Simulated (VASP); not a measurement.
# HfGe (P-6m2) in VASP: reference runs

Aim: a first look at HfGe with PBE, on the cell as given.

Everything below comes from runs of VASP 6.6.1. Logs are shortened: lines on timing, memory, paths and dates and some standing lists are left out, and cuts for length are marked.

### 1 The structure

Symmetry: P-6m2, No. 187, hexagonal system. The conventional cell has a = 3.934 Å, b = 3.934 Å, c = 3.510 Å, α = 90.00°, β = 90.00°, γ = 120.00°. Around Hf (site symmetry -6m2) lie 3 Ge at 2.27 Å. Around Ge (site symmetry -6m2) lie 3 Hf at 2.27 Å.

The cell was built by a generator and needn't be a form met in nature.

### 2 Single point, PBE

INCAR

```
SYSTEM = HfGe
  PREC = Accurate
  ENCUT = 520
  EDIFF = 1E-7
  ISMEAR = -1
  SIGMA = 0.05
  LREAL = .False.
  LASPH = .True.
  NELM = 60
  ALGO = Normal
  ISIF = 2
  LWAVE = .False.
  LCHARG = .True.
  GGA = PE
  LELF = .True.
  LVHAR = .True.
  NBANDS = 19
```

KPOINTS

```
regular mesh
0
Gamma
  8 8 8
  0 0 0
```

POSCAR

```
HfGe
1.0
    3.9335093900      0.0000000000      0.0000000000
   -1.9667546900      3.4065190500      0.0000000000
    0.0000000000      0.0000000000      3.5096193900
Hf Ge
1 1
Direct
    0.0000000000      0.0000000000      0.5000000000
    0.3333333300      0.6666666700      0.5000000000
```

Potentials or basis: VASP PAW PBE potentials, release 64 (Hf_pv, Ge_d).

On the command line:

```console
cat potpaw_PBE.64/Hf_pv/POTCAR potpaw_PBE.64/Ge_d/POTCAR > POTCAR
mpirun -np 1 vasp_std > vasp.out
```

OUTCAR:

```text
SYSTEM = HfGe
   PREC = Accurate
   ENCUT = 520
   EDIFF = 1E-7
   ISMEAR = -1
   LREAL = .False.
   LASPH = .True.
   NELM = 60
   ISIF = 2
   GGA = PE

 ion  position               nearest neighbor table
   1  0.000  0.000  0.500-   2 2.27   2 2.27   2 2.27
   2  0.333  0.667  0.500-   1 2.27   1 2.27   1 2.27

  LATTYP: Found a hexagonal cell.
 ALAT       =     3.9335093900
 C/A-ratio  =     0.8922361795

  Lattice vectors:

 A1 = (   3.9335093900,   0.0000000000,   0.0000000000)
 A2 = (  -1.9667546900,   3.4065190500,   0.0000000000)
 A3 = (   0.0000000000,   0.0000000000,   3.5096193900)

Analysis of symmetry for initial positions (statically):
=====================================================================
 Subroutine PRICEL returns:
 Original cell was already a primitive cell.

 Routine SETGRP: Setting up the symmetry group for a
 hexagonal supercell.

 Subroutine GETGRP returns: Found 12 space group operations
 (whereof 12 operations were pure point group operations)
 out of a pool of 24 trial point group operations.

The static configuration has the point symmetry D_3h.

Analysis of symmetry for dynamics (positions and initial velocities):
=====================================================================
 Subroutine PRICEL returns:
 Original cell was already a primitive cell.

 Routine SETGRP: Setting up the symmetry group for a
 hexagonal supercell.

 Subroutine GETGRP returns: Found 12 space group operations
 (whereof 12 operations were pure point group operations)
 out of a pool of 24 trial point group operations.

The dynamic configuration has the point symmetry D_3h.

 Subroutine INISYM returns: Found 12 space group operations
 (whereof 12 operations are pure point group operations),
 and found     1 'primitive' translations

----------------------------------------------------------------------------------------

                                     Primitive cell

  volume of cell :      47.0274

  direct lattice vectors                    reciprocal lattice vectors
     3.933509390  0.000000000  0.000000000     0.254225909  0.146777397  0.000000000
    -1.966754690  3.406519050  0.000000000     0.000000000  0.293554795  0.000000000
     0.000000000  0.000000000  3.509619390     0.000000000  0.000000000  0.284931182

  length of vectors
     3.933509390  3.933509381  3.509619390     0.293554794  0.293554795  0.284931182

  position of ions in fractional coordinates (direct lattice)
     0.000000000  0.000000000  0.500000000
     0.333333330  0.666666670  0.500000000

  ion indices of the primitive-cell ions
   primitive index   ion index
                 1           1
                 2           2

----------------------------------------------------------------------------------------

 KPOINTS: regular mesh

Automatic generation of k-mesh.
 Grid dimensions read from file:
 generate k-points for:    8    8    8

 Generating k-lattice:

  Cartesian coordinates                     Fractional coordinates (reciprocal lattice)
     0.031778239  0.018347175  0.000000000     0.125000000 -0.000000000  0.000000000
     0.000000000  0.036694349  0.000000000     0.000000000  0.125000000  0.000000000
     0.000000000  0.000000000  0.035616398     0.000000000  0.000000000  0.125000000

  Length of vectors
     0.036694349  0.036694349  0.035616398

  Shift w.r.t. Gamma in fractional coordinates (k-lattice)
     0.000000000  0.000000000  0.000000000

 Subroutine IBZKPT returns following result:
 ===========================================

 Found     50 irreducible k-points:

 Following reciprocal coordinates:
            Coordinates               Weight
  0.000000  0.000000  0.000000      1.000000
  0.125000  0.000000  0.000000      6.000000
  0.250000  0.000000  0.000000      6.000000
  0.375000  0.000000  0.000000      6.000000
  0.500000  0.000000  0.000000      3.000000
  0.125000  0.125000  0.000000      6.000000
[... 16 lines left out ...]
  0.250000  0.000000  0.250000     12.000000
  0.375000  0.000000  0.250000     12.000000
 [... further k-points ...]
   k-points           NKPTS =     50   k-points in BZ     NKDIM =     50   number of bands    NBANDS=     19
   number of dos      NEDOS =    301   number of ions     NIONS =      2
   total plane-waves  NPLWV =  25200
   dimension x,y,z NGX =    30 NGY =   30 NGZ =   28
   dimension x,y,z NGXF=    60 NGYF=   60 NGZF=   56
   ions per type =               1   1
   NGX,Y,Z   is equivalent  to a cutoff of  12.68, 12.68, 13.26 a.u.
   NGXF,Y,Z  is equivalent  to a cutoff of  25.36, 25.36, 26.53 a.u.
 SYSTEM =  HfGe
   PREC   = accura    normal or accurate (medium, high low for compatibility)
   ISTART =      0    job   : 0-new  1-cont  2-samecut
   ICHARG =      2    charge: 1-file 2-atom 10-const
   ISPIN  =      1    spin polarized calculation?
   LNONCOLLINEAR =      F non collinear calculations
   LSORBIT =      F    spin-orbit coupling
   LASPH  =      T    aspherical Exc in radial PAW
   ENCUT  =  520.0 eV  38.22 Ry    6.18 a.u.   7.31  7.31  6.53*2*pi/ulx,y,z
   NELM   =     60;   NELMIN=  2; NELMDL= -5     # of ELM steps
   EDIFF  = 0.1E-06   stopping-criterion for ELM
   LREAL  =      F    real-space projection
   EDIFFG = 0.1E-05   stopping-criterion for IOM
   NSW    =      0    number of steps for IOM
   IBRION =     -1    ionic relax: 0-MD 1-quasi-New 2-CG
   NFREE  =      0    steps in history (QN), initial steepest desc. (CG)
   ISIF   =      2    stress and relaxation
   ISYM   =      2    0-nonsym 1-usesym 2-fastsym
   POTIM  = 0.5000    time-step for ionic-motion
   TEBEG  =    0.0;   TEEND  =   0.0 temperature during run
   PSTRESS=    0.0 pullay stress
   NELECT =      24.0000    total number of electrons
   NUPDOWN=      -1.0000    fix difference up-down
   EMIN   =  10.00;   EMAX   =-10.00  energy-range for DOS
   EFERMI =   0.00;   METHOD = LEGACY
   ISMEAR =    -1;   SIGMA  =   0.05  broadening in eV -4-tet -1-fermi 0-gaus
   EFERMI_NEDOS =   21; number of points for ismear=-14 and -15
   IALGO  =     38    algorithm
   IMIX   =      4    mixing-type and parameters
     AMIX     =   0.40;   BMIX     =  1.00
     AMIX_MAG =   1.60;   BMIX_MAG =  1.00
  volume/ion in A,a.u.               =      23.51       158.68
  Fermi-wavevector in a.u.,A,eV,Ry     =   1.308263  2.472258 23.287063  1.711551
  Thomas-Fermi vector in A             =   2.438941
   LORBIT       =      0    0 simple, 1 ext, 2 COOP (PROOUT), +10 PAW based schemes
   GGA     = PE    functional components
   LHFCALC =     F    Hartree Fock is set to
   AEXX    =    0.0000 exact exchange contribution
   IVDW    =     0    specifies the selected vdW correction
   LEPSILON=     F    determine dielectric tensor
   LRPA    =     F    only Hartree local field effects (RPA)
 non-spin polarized calculation
  energy-cutoff  :      520.00
  volume of cell :       47.03
 maximum number of plane-waves:      1291
 NGX is ok and might be reduce to    30
   NGX = 15   NGY = 15   NGZ = 13

 number of electron      23.9999994 magnetization

 Free energy of the ion-electron system (eV)
  ---------------------------------------------------
  ext. energy  EPLUGINS =         0.00000000
  ---------------------------------------------------
  free energy    TOTEN  =       -10.46135865 eV

  energy without entropy =      -10.44619024  energy(sigma->0) =      -10.45377445

 E-fermi :   3.9904     XC(G=0): -10.2225

 val. band max:        3.9890379264   @ k =   0.3750   0.1250   0.3750
 cond. band min:       4.0019174236   @ k =   0.5000   0.0000   0.1250
 fundamental gap:      0.0128794972
 Fermi energy:         3.9903770715

 k-point     1 :       0.0000    0.0000    0.0000
  band No.  band energies     occupation
      1     -26.7349      2.00000
      2     -26.7349      2.00000
      3     -26.5448      2.00000
      4     -19.8682      2.00000
      5     -19.8305      2.00000
      6     -19.8305      2.00000
[... 11 lines left out ...]
     18      11.7928      0.00000
     19      13.6393      0.00000

 k-point     2 :       0.1250    0.0000    0.0000
  band No.  band energies     occupation
      1     -26.7455      2.00000
      2     -26.7330      2.00000
      3     -26.5445      2.00000
      4     -19.8690      2.00000
      5     -19.8308      2.00000
      6     -19.8285      2.00000
[... 11 lines left out ...]
     18      11.1643      0.00000
     19      13.9901      0.00000

 k-point     3 :       0.2500    0.0000    0.0000
  band No.  band energies     occupation
      1     -26.7709      2.00000
      2     -26.7285      2.00000
      3     -26.5440      2.00000
      4     -19.8740      2.00000
      5     -19.8314      2.00000
      6     -19.8237      2.00000
[... 11 lines left out ...]
     18      11.3305      0.00000
     19      13.3371      0.00000

 k-point     4 :       0.3750    0.0000    0.0000
  band No.  band energies     occupation
      1     -26.7961      2.00000
      2     -26.7239      2.00000
      3     -26.5435      2.00000
      4     -19.8865      2.00000
      5     -19.8320      2.00000
      6     -19.8189      2.00000
[... 11 lines left out ...]
     18      12.2825      0.00000
     19      12.8964      0.00000

 k-point     5 :       0.5000    0.0000    0.0000
  band No.  band energies     occupation
      1     -26.8064      2.00000
      2     -26.7221      2.00000
      3     -26.5432      2.00000
      4     -19.8948      2.00000
      5     -19.8323      2.00000
      6     -19.8243      2.00000
[... 11 lines left out ...]
     18      11.9014      0.00000
     19      13.3014      0.00000
[... 334 lines left out ...]
      2     -26.7282      2.00000
      3     -26.6203      2.00000
      4     -19.8591      2.00000
      5     -19.8337      2.00000
      6     -19.8337      2.00000
[... 11 lines left out ...]
     18      13.2863      0.00000
     19      14.8504      0.00000

 k-point    22 :       0.1250    0.0000    0.2500
  band No.  band energies     occupation
      1     -26.7386      2.00000
      2     -26.7263      2.00000
      3     -26.6199      2.00000
      4     -19.8607      2.00000
      5     -19.8340      2.00000
      6     -19.8317      2.00000
[... 11 lines left out ...]
     18      12.4166      0.00000
     19      13.8600      0.00000

 k-point    23 :       0.2500    0.0000    0.2500
  band No.  band energies     occupation
      1     -26.7635      2.00000
      2     -26.7217      2.00000
      3     -26.6188      2.00000
      4     -19.8685      2.00000
      5     -19.8347      2.00000
      6     -19.8268      2.00000
[... 11 lines left out ...]
     18      11.4133      0.00000
     19      13.5487      0.00000

 k-point    24 :       0.3750    0.0000    0.2500
  band No.  band energies     occupation
      1     -26.7881      2.00000
      2     -26.7170      2.00000
      3     -26.6177      2.00000
      4     -19.8848      2.00000
      5     -19.8354      2.00000
      6     -19.8219      2.00000
[... 11 lines left out ...]
     18      12.1665      0.00000
     19      14.2535      0.00000

 [... further k-points ...]

------------------------ aborting loop because EDIFF is reached ----------------------------------------

  FORCE on cell =-STRESS in cart. coord.  units (eV):
  Direction    XX          YY          ZZ          XY          YZ          ZX
  --------------------------------------------------------------------------------------
  -------------------------------------------------------------------------------------
  Total       17.6037952     17.6037951     -2.6230731      0.0000000      0.0000000      0.0000000
  in kB      599.7439225    599.7439198    -89.3655100      0.0000009      0.0000000      0.0000000
  external PRESSURE =     370.0407774 kB  Pullay stress =       0.0000000 kB

 VOLUME and BASIS-vectors are now :
 -----------------------------------------------------------------------------
  energy-cutoff  :      520.00
  volume of cell :       47.03
      direct lattice vectors                 reciprocal lattice vectors
     3.933509390  0.000000000  0.000000000     0.254225909  0.146777397  0.000000000
    -1.966754690  3.406519050  0.000000000     0.000000000  0.293554795  0.000000000
     0.000000000  0.000000000  3.509619390     0.000000000  0.000000000  0.284931182

 POSITION                                       TOTAL-FORCE (eV/Angst)
 -----------------------------------------------------------------------------------
      0.00000      0.00000      1.75481        -0.000000     -0.000000      0.000000
     -0.00000      2.27101      1.75481         0.000000      0.000000      0.000000
 -----------------------------------------------------------------------------------
    total drift:                                0.000013     -0.000007     -0.000000

  FREE ENERGIE OF THE ION-ELECTRON SYSTEM (eV)
  ---------------------------------------------------
  free  energy   TOTEN  =       -10.4613586529 eV

  energy  without entropy=      -10.4461902403  energy(sigma->0) =      -10.45377445
```

Run time: 28 s. Hardware: 1 thread of Intel Xeon Platinum 8488C (Sapphire Rapids), shared host; peak memory 0.19 GiB.

Results:

| Item | Value |
| --- | --- |
| Free energy | -10.4614 eV |
| Pressure | 37.0 GPa |
| Band gap on the k mesh | none (metal or under the smearing width) |

Levels at points of the mesh, in eV from the Fermi level:
```
           k point  band 8  band 9  band 10  band 11  band 12  band 13  band 14  band 15  band 16  band 17
(0.00, 0.00, 0.00)  -23.73  -10.15    -2.54    -2.54    -1.34     2.51     3.12     3.12     5.07     7.80
(0.50, 0.00, 0.00)  -23.81   -8.36    -3.76    -0.82    -0.04     0.18     1.52     2.81     3.42     6.86
(0.00, 0.00, 0.50)  -23.73   -9.07    -3.22    -2.13    -2.13     1.41     1.41     4.94     6.77     7.38
(0.50, 0.00, 0.50)  -23.79   -7.39    -3.36    -2.39     0.54     0.77     1.27     2.03     4.37     5.28
```

Caveat: a pressure of tens of GPa on the cell as given is suspect, and the run, the potentials or the cell itself is likely at fault. Spin-orbit coupling is left out, which matters for the levels of Hf.
